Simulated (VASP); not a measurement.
**EuAl4Si2Rh: magnetic moments, functional by functional**

Aim: the magnetic moments of EuAl4Si2Rh at several levels of theory. The starting structure is a measured crystal structure from the Crystallography Open Database. The reference starts from ferromagnetic moments.

Method: Kohn-Sham DFT with plane waves and PAW; PBEsol, LDA, PBE, r2SCAN and PBEsol + spin-orbit coupling, in VASP 6.6.1.

**1. Starting point**

It takes space group P4/mmm (No. 123, tetragonal). The conventional cell has a = 4.176 Å, b = 4.176 Å, c = 8.289 Å, α = 90.00°, β = 90.00°, γ = 90.00°. Nearest to Eu lie 8 Si at 3.18 Å and 8 Al at 3.45 Å. Rh has 8 Al at 2.51 Å nearest. Nearest to Si lie 1 Si at 2.36 Å and 4 Al at 2.61 Å and 4 Eu at 3.18 Å. Al has 2 Rh at 2.51 Å and 2 Si at 2.61 Å and 5 Al at 2.79 to 2.95 Å and 2 Eu at 3.45 Å nearest. Farther neighbours are not listed.

**2. Run with PBEsol**

PBEsol restores the gradient expansion of exchange and is tuned for the cells of solids.

Contents of INCAR:

```
SYSTEM = EuAl4Si2Rh
PREC = Accurate
ENCUT = 420
EDIFF = 1E-07
NELM = 200
ISMEAR = 1
SIGMA = 0.15
LREAL = .FALSE.
ALGO = Normal
GGA = PS
NBANDS = 44
ISPIN = 2
MAGMOM = 8.4 0.72 0 0 0 0 0 0
LASPH = .TRUE.
LMAXMIX = 6
AMIX = 0.2
BMIX = 1E-04
AMIX_MAG = 0.8
BMIX_MAG = 1E-04
LORBIT = 11
LWAVE = .FALSE.
LCHARG = .FALSE.
KPAR = 8
```

Contents of POSCAR:

```
EuAl4Si2Rh
1.0
    4.1760000000      0.0000000000      0.0000000000
    0.0000000000      4.1760000000      0.0000000000
    0.0000000000      0.0000000000      8.2890000000
Eu Rh Si Al
1 1 2 4
Direct
    0.0000000000      0.0000000000      0.5000000000
    0.0000000000      0.0000000000      0.0000000000
    0.5000000000      0.5000000000      0.6426000000
    0.5000000000      0.5000000000      0.3574000000
    0.5000000000      0.0000000000      0.8320000000
    0.0000000000      0.5000000000      0.8320000000
    0.5000000000      0.0000000000      0.1680000000
    0.0000000000      0.5000000000      0.1680000000
```

Contents of KPOINTS:

```
Automatic mesh
0
Gamma
8 8 4
0 0 0
```

Potentials, in the order of the species: Eu, Rh_pv, Si and Al (PBE family, release 64).

Command:

```bash
$ mpirun -np 8 vasp_std
```

The program printed:

```text
[banner, memory and clock lines left out]
running    8 mpi-ranks, on    1 nodes
 distrk:  each k-point on    1 cores,    8 groups
 distr:  one band on    1 cores,    1 groups

 POSCAR found type information on POSCAR EuRhSiAl
 POSCAR found :  4 types and       8 ions
|                                                                             |
|           W    W    AA    RRRRR   N    N  II  N    N   GGGG   !!!           |
|           W    W   A  A   R    R  NN   N  II  NN   N  G    G  !!!           |
|           W    W  A    A  R    R  N N  N  II  N N  N  G       !!!           |
|           W WW W  AAAAAA  RRRRR   N  N N  II  N  N N  G  GGG   !            |
|           WW  WW  A    A  R   R   N   NN  II  N   NN  G    G                |
|           W    W  A    A  R    R  N    N  II  N    N   GGGG   !!!           |
|                                                                             |
|     For optimal performance we recommend to set                             |
|       NCORE = 2 up to number-of-cores-per-socket                            |
|     NCORE specifies how many cores store one orbital (NPAR=cpu/NCORE).      |
|     This setting can greatly improve the performance of VASP for DFT.       |
|     The default, NCORE=1 might be grossly inefficient on modern             |
|     multi-core architectures or massively parallel machines. Do your        |
|     Unfortunately you need to use the default for GW and RPA                |
|     calculations (for HF NCORE is supported but not extensively tested      |
|     yet).                                                                   |
|                                                                             |

|                                                                             |
|               ----> ADVICE to this user running VASP <----                  |
|                                                                             |
|     You enforced a specific xc type in the INCAR file but a different       |
|     [... a line on the potential file left out ...]
|     I HOPE YOU KNOW WHAT YOU ARE DOING!                                     |
|                                                                             |

 LDA part: xc-table for (Slater+PW92), standard interpolation
 POSCAR, INCAR and KPOINTS ok, starting setup
 FFT: planning ... GRIDC
 FFT: planning ... GRID_SOFT
 FFT: planning ... GRID
 WAVECAR not read
 entering main loop
       N       E                     dE             d eps       ncg     rms          rms(c)
DAV:   1     0.270567216862E+03    0.27057E+03   -0.19260E+04 12780   0.272E+03
DAV:   2    -0.171636939386E+02   -0.28773E+03   -0.26277E+03 12244   0.447E+02
DAV:   3    -0.467721478471E+02   -0.29608E+02   -0.28736E+02 12360   0.889E+01
DAV:   4    -0.503696557787E+02   -0.35975E+01   -0.35736E+01 15664   0.206E+01
DAV:   5    -0.505612442842E+02   -0.19159E+00   -0.19144E+00 12012   0.601E+00    0.299E+01
DAV:   6    -0.528265845738E+02   -0.22653E+01   -0.13586E+00 12344   0.104E+01    0.180E+01
DAV:   7    -0.527637069268E+02    0.62878E-01   -0.56418E-01 11824   0.516E+00    0.131E+01
DAV:   8    -0.529708068460E+02   -0.20710E+00   -0.19645E+00 13352   0.162E+01    0.155E+01
DAV:   9    -0.526428603583E+02    0.32795E+00   -0.13212E+00 11476   0.133E+01    0.676E+00
DAV:  10    -0.525947124631E+02    0.48148E-01   -0.17685E-01 12456   0.315E+00    0.247E+00
DAV:  11    -0.525812957394E+02    0.13417E-01   -0.51843E-02 12752   0.244E+00    0.165E+00
DAV:  12    -0.525709490387E+02    0.10347E-01   -0.14209E-02 13480   0.169E+00    0.812E-01
DAV:  13    -0.525666560950E+02    0.42929E-02   -0.91832E-03 13312   0.673E-01    0.482E-01
DAV:  14    -0.525665786806E+02    0.77414E-04   -0.21466E-03 12736   0.301E-01    0.173E-01
DAV:  15    -0.525666028660E+02   -0.24185E-04   -0.19837E-04 14080   0.945E-02    0.122E-01
DAV:  16    -0.525665811926E+02    0.21673E-04   -0.65737E-05 12936   0.112E-01    0.641E-02
DAV:  17    -0.525665815006E+02   -0.30803E-06   -0.15618E-05 14480   0.458E-02    0.423E-02
DAV:  18    -0.525665806584E+02    0.84220E-06   -0.61035E-06 12040   0.203E-02    0.220E-02
DAV:  19    -0.525665791787E+02    0.14797E-05   -0.22735E-06 12012   0.198E-02    0.106E-02
DAV:  20    -0.525665789835E+02    0.19523E-06   -0.28209E-07  9272   0.481E-03    0.775E-03
DAV:  21    -0.525665788307E+02    0.15275E-06   -0.10592E-07  6552   0.500E-03    0.512E-03
DAV:  22    -0.525665787243E+02    0.10647E-06   -0.20627E-07  7432   0.575E-03    0.144E-03
DAV:  23    -0.525665787069E+02    0.17342E-07   -0.65131E-08  7380   0.222E-03
   1 F= -.52566579E+02 E0= -.52566525E+02  d E =-.159796E-03  mag=     6.8740
```

Wall time 1.8 min (8 MPI ranks of Intel Xeon Platinum 8259CL at 2.50GHz (Skylake/Cascade Lake), shared host); peak memory 4.1 GiB; 14 min of CPU time.

Lines that name or quote the potential files are left out of all logs, and their timing lines are given in words.

OUTCAR, selected parts (step 2):

```text
ion  position               nearest neighbor table
   1  0.000  0.000  0.500-   3 3.18   4 3.18   3 3.18   4 3.18   3 3.18   4 3.18   3 3.18   4 3.18
                             6 3.45   8 3.45   7 3.45   8 3.45   5 3.45   7 3.45   5 3.45   6 3.45
   2  0.000  0.000  0.000-   5 2.51   6 2.51   7 2.51   8 2.51   6 2.51   8 2.51   5 2.51   7 2.51

  LATTYP: Found a simple tetragonal cell.
 ALAT       =     4.1760000000
 C/A-ratio  =     1.9849137931

 Subroutine GETGRP returns: Found 16 space group operations
 (whereof 16 operations were pure point group operations)

The static configuration has the point symmetry D_4h.

 Found     45 irreducible k-points:

   k-points           NKPTS =     45   k-points in BZ     NKDIM =     45   number of bands    NBANDS=     44

   dimension x,y,z NGX =    28 NGY =   28 NGZ =   56
   dimension x,y,z NGXF=    56 NGYF=   56 NGZF=  112

   ENCUT  =  420.0 eV  30.87 Ry    5.56 a.u.   6.98  6.98 13.85*2*pi/ulx,y,z

   NELECT =      52.0000    total number of electrons

 k-points in reciprocal lattice and weights: Automatic mesh
   0.00000000  0.00000000  0.00000000       0.004
   0.12500000  0.00000000  0.00000000       0.016
   0.25000000  0.00000000  0.00000000       0.016
   0.37500000  0.00000000  0.00000000       0.016
   0.50000000  0.00000000  0.00000000       0.008
   0.12500000  0.12500000  0.00000000       0.016
   0.25000000  0.12500000  0.00000000       0.031
   0.37500000  0.12500000  0.00000000       0.031
   0.50000000  0.12500000  0.00000000       0.016
[...]
0.50000000  0.37500000  0.50000000       0.016
   0.50000000  0.50000000  0.50000000       0.004

 average (electrostatic) potential at core
       1 -35.5442       2 -75.0202       3 -81.9715       4 -81.9715       5 -72.9819
       6 -72.9819       7 -72.9819       8 -72.9819

 E-fermi :   7.2387

 spin component 1
 k-point     1 :       0.0000    0.0000    0.0000
  band No.  band energies     occupation
    ...
     25       6.6126      1.00000
     26       6.7968      1.00013
     27       6.9018      1.00333
     28       6.9018      1.00333
     29       6.9447      1.00908
     30       7.6236     -0.00086
     31       7.7287     -0.00002
     32       7.9620     -0.00000
     33       7.9620     -0.00000
     34       8.5210     -0.00000
    ...

 k-point     2 :       0.1250    0.0000    0.0000
  band No.  band energies     occupation
    ...
     25       6.6870      1.00000
     26       6.8224      1.00031
     27       6.8666      1.00126
     28       6.9062      1.00373
     29       7.0018      1.02402
     30       7.4882     -0.02019
     31       7.6882     -0.00010
     32       8.0615     -0.00000
     33       8.1655     -0.00000
     34       8.6975     -0.00000
    ...

 k-point     3 :       0.2500    0.0000    0.0000
  band No.  band energies     occupation
    ...
     25       6.7786      1.00006
     26       6.8381      1.00052
     27       6.8963      1.00289
     28       6.9079      1.00390
     29       7.1131      0.99910
     30       7.3921     -0.02729
     31       7.4449     -0.03265
     32       7.8559     -0.00000
     33       9.1228     -0.00000
     34       9.6543     -0.00000
    ...

 k-point     4 :       0.3750    0.0000    0.0000
  band No.  band energies     occupation
    ...
     24       6.7509      1.00002
     25       6.8258      1.00035
     26       6.8498      1.00076
     27       6.8507      1.00078
     28       7.0583      1.03538
     29       7.2498      0.43764
     30       7.6029     -0.00159
     31       7.7116     -0.00004
     32       7.7781     -0.00000
     33       8.5300     -0.00000
    ...

 k-point     5 :       0.5000    0.0000    0.0000
  band No.  band energies     occupation
    ...
     25       6.8322      1.00043
     26       6.8540      1.00086
     27       6.8631      1.00114
     28       7.1660      0.86181
     29       7.2244      0.58015
     30       7.8199     -0.00000
     31       7.9722     -0.00000
     32       8.0850     -0.00000
     33       8.1279     -0.00000
     34       8.5561     -0.00000
    ...

 k-point     6 :       0.1250    0.1250    0.0000
  band No.  band energies     occupation
    ...
     26       6.8185      1.00027
     27       6.8590      1.00100
     28       6.9092      1.00403
     29       7.0702      1.03365
     30       7.1819      0.79664
     31       7.8855     -0.00000
     32       8.5008     -0.00000
     33       8.6043     -0.00000
     34       8.8001     -0.00000
     35      10.1506     -0.00000
    ...

  Total       -2.3006075     -2.3006075     -2.8769310      0.0000000      0.0000000      0.0000000
  in kB      -25.4994021    -25.4994021    -31.8872383      0.0000000      0.0000000      0.0000000
  external PRESSURE =     -27.6286808 kB  Pullay stress =       0.0000000 kB

  energy-cutoff  :      420.00
  volume of cell :      144.55
      direct lattice vectors                 reciprocal lattice vectors
     4.176000000  0.000000000  0.000000000     0.239463602  0.000000000  0.000000000
     0.000000000  4.176000000  0.000000000     0.000000000  0.239463602  0.000000000
     0.000000000  0.000000000  8.289000000     0.000000000  0.000000000  0.120641814

 POSITION                                       TOTAL-FORCE (eV/Angst)
 -----------------------------------------------------------------------------------
      0.00000      0.00000      4.14450        -0.000000     -0.000000      0.000000
      0.00000      0.00000      0.00000        -0.000000     -0.000000      0.000000
      2.08800      2.08800      5.32651        -0.000000      0.000000     -0.163845
      2.08800      2.08800      2.96249        -0.000000      0.000000      0.163845
      2.08800      0.00000      6.89645        -0.000000     -0.000000      0.002510
      0.00000      2.08800      6.89645         0.000000     -0.000000      0.002510
      2.08800      0.00000      1.39255        -0.000000      0.000000     -0.002510
      0.00000      2.08800      1.39255        -0.000000     -0.000000     -0.002510
 -----------------------------------------------------------------------------------
    total drift:                               -0.000000     -0.000000      0.000000

  FREE ENERGIE OF THE ION-ELECTRON SYSTEM (eV)
  ---------------------------------------------------
  free  energy   TOTEN  =       -52.5665787069 eV

  energy  without entropy=      -52.5664189105  energy(sigma->0) =      -52.56652544

 total charge
# of ion       s       p       d       f       tot
--------------------------------------------------
    1        2.025   5.693   0.430   6.576  14.724
    2        0.440   6.346   7.346   0.000  14.132
    3        0.760   0.919   0.000   0.000   1.679
    4        0.760   0.919   0.000   0.000   1.679
    5        0.404   0.368   0.000   0.000   0.771
    6        0.404   0.368   0.000   0.000   0.771
    7        0.404   0.368   0.000   0.000   0.771
    8        0.404   0.368   0.000   0.000   0.771
--------------------------------------------------
tot          5.599  15.347   7.777   6.576  35.300

 magnetization (x)
# of ion       s       p       d       f       tot
--------------------------------------------------
    1       -0.011  -0.097   0.088   6.535   6.516
    2       -0.002  -0.006   0.004   0.000  -0.004
    3       -0.004  -0.010   0.000   0.000  -0.014
    4       -0.004  -0.010   0.000   0.000  -0.014
    5       -0.001  -0.001   0.000   0.000  -0.002
    6       -0.001  -0.001   0.000   0.000  -0.002
    7       -0.001  -0.001   0.000   0.000  -0.002
    8       -0.001  -0.001   0.000   0.000  -0.002
--------------------------------------------------
tot         -0.026  -0.125   0.092   6.535   6.476

[... 6 further parts left out ...]
```

The cell holds one magnetic atom, so no antiferromagnetic order fits into it. Experiment finds antiferromagnetic order in this phase (below 11.7 K, arxiv:1411.0379), so this ferromagnetic run describes another state. The PAW data sets were made with PBE, which is usual practice but a small mismatch for other functionals. At this level the cell is under a tension of 2.8 GPa, so at these settings it is away from equilibrium.

PBEsol: the moments inside the Eu spheres have a mean size of 6.52 μB, and the cell carries 6.87 μB, with no gap.

**3. Run with LDA**

LDA, the lowest rung, knows the local density alone.

INCAR: that of step 2 with these lines changed.

```diff
@@ -9,3 +9,3 @@
 ALGO = Normal
-GGA = PS
+GGA = CA
 NBANDS = 44
```

POSCAR is that of step 2.

KPOINTS is that of step 2.

Command:

```bash
$ mpirun -np 8 vasp_std
```

The program printed:

```text
[banner, memory and clock lines left out]
running    8 mpi-ranks, on    1 nodes
[...]
[... a notice as in an earlier step ...]

 [... a notice as in an earlier step ...]

 LDA part: xc-table for (Slater(with rela. corr.)+CA(PZ))
 , standard interpolation
 POSCAR, INCAR and KPOINTS ok, starting setup
[...]
entering main loop
       N       E                     dE             d eps       ncg     rms          rms(c)
DAV:   1     0.268458308514E+03    0.26846E+03   -0.19243E+04 12772   0.272E+03
DAV:   2    -0.188152431614E+02   -0.28727E+03   -0.26252E+03 12168   0.447E+02
DAV:   3    -0.483275068391E+02   -0.29512E+02   -0.28643E+02 12268   0.885E+01
DAV:   4    -0.519635175995E+02   -0.36360E+01   -0.36074E+01 15632   0.211E+01
[...]
DAV:  19    -0.536863091739E+02    0.25964E-07   -0.16016E-06 12896   0.189E-02    0.129E-02
DAV:  20    -0.536863089838E+02    0.19015E-06   -0.67404E-07 12152   0.896E-03    0.660E-03
DAV:  21    -0.536863089324E+02    0.51356E-07   -0.13742E-07  6248   0.501E-03
   1 F= -.53686309E+02 E0= -.53686093E+02  d E =-.647416E-03  mag=     6.8572
```

Run time: 99 s. Hardware: 8 MPI ranks; peak memory 3.8 GiB; 13 min of CPU time.

Parts of OUTCAR (step 3):

```text
  Total       -4.0505677     -4.0505677     -4.7507434      0.0000000      0.0000000      0.0000000
  in kB      -44.8955564    -44.8955564    -52.6561418      0.0000000      0.0000000      0.0000000
  external PRESSURE =     -47.4824182 kB  Pullay stress =       0.0000000 kB

 POSITION                                       TOTAL-FORCE (eV/Angst)
 -----------------------------------------------------------------------------------
      0.00000      0.00000      4.14450        -0.000000      0.000000      0.000000
      0.00000      0.00000      0.00000        -0.000000      0.000000      0.000000
      2.08800      2.08800      5.32651        -0.000000     -0.000000     -0.164932
      2.08800      2.08800      2.96249        -0.000000      0.000000      0.164932
      2.08800      0.00000      6.89645        -0.000000      0.000000      0.044416
      0.00000      2.08800      6.89645        -0.000000      0.000000      0.044416
      2.08800      0.00000      1.39255         0.000000     -0.000000     -0.044416
      0.00000      2.08800      1.39255        -0.000000      0.000000     -0.044416
 -----------------------------------------------------------------------------------
    total drift:                               -0.000000     -0.000000      0.000000

  FREE ENERGIE OF THE ION-ELECTRON SYSTEM (eV)
  ---------------------------------------------------
  free  energy   TOTEN  =       -53.6863089324 eV

  energy  without entropy=      -53.6856615167  energy(sigma->0) =      -53.68609313

 magnetization (x)
# of ion       s       p       d       f       tot
--------------------------------------------------
    1       -0.008  -0.084   0.080   6.538   6.526
    2       -0.002  -0.005   0.003   0.000  -0.004
    3       -0.004  -0.007   0.000   0.000  -0.011
    4       -0.004  -0.007   0.000   0.000  -0.011
    5       -0.001  -0.001   0.000   0.000  -0.002
    6       -0.001  -0.001   0.000   0.000  -0.002
    7       -0.001  -0.001   0.000   0.000  -0.002
    8       -0.001  -0.001   0.000   0.000  -0.002
--------------------------------------------------
tot         -0.022  -0.105   0.083   6.538   6.494

[... 2 parts as in an earlier step ...]

[... 1 further part left out ...]
[key lines of the parts left out:]
E-fermi :   7.1132
```

LDA: the moments inside the Eu spheres have a mean size of 6.53 μB, and the cell carries 6.86 μB, with no gap.

(Continued in part 2 of 2.)

[Lines on the potential files, build, host, timing and source positions are cut from VASP's logs without a mark.]

[Logs are printed without paths, hosts, clocks, repeated set-up lines and the standing remarks that a program may print on its own settings, such as how far it seeks lower states.]

[Hosts, paths, dates, database ids (printed as entryN), source tags and the programs' standing remarks are cut or masked in the printed files.]
